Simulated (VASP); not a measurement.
Input:

```xyz
4
Lattice="1.6881 -5.3448 0.0000 1.6881 5.3448 0.0000 0.0000 0.0000 4.4676" Properties=species:S:1:pos:R:3 pbc="T T T"
P      1.6881     4.2577     4.1075
P      1.6881     1.0871     1.8737
P      1.6881    -1.0871     2.5939
P      1.6881    -4.2577     0.3601
```

The numbers are results of PBE GGA, VASP's PBE PAW potentials (set 64) (plane waves; VASP), not measurements. Settings: 400 eV cut-off, 6×6×5 Γ-centred mesh, Gaussian smearing of 0.10 eV, potentials P.

Q: Which forces act on the atoms, in eV/Å?

A: 
```csv
atom,Fx,Fy,Fz
P1,0.000,0.314,-0.274
P2,0.000,-0.314,-0.274
P3,0.000,0.314,0.274
P4,0.000,-0.314,0.274
```

Q: Give the stress tensor in GPa (positive for a compressed cell).

A: 
```
-3.27   0.00   0.00
 0.00  -1.66   0.00
 0.00   0.00  -2.48
```
The pressure is its mean diagonal, -2.47 GPa.

The compound is P in the black structure. The cell was not relaxed at this level. The run is one of a series of settings (SIGMA = 0.1 against the base run), some of them coarse on purpose.
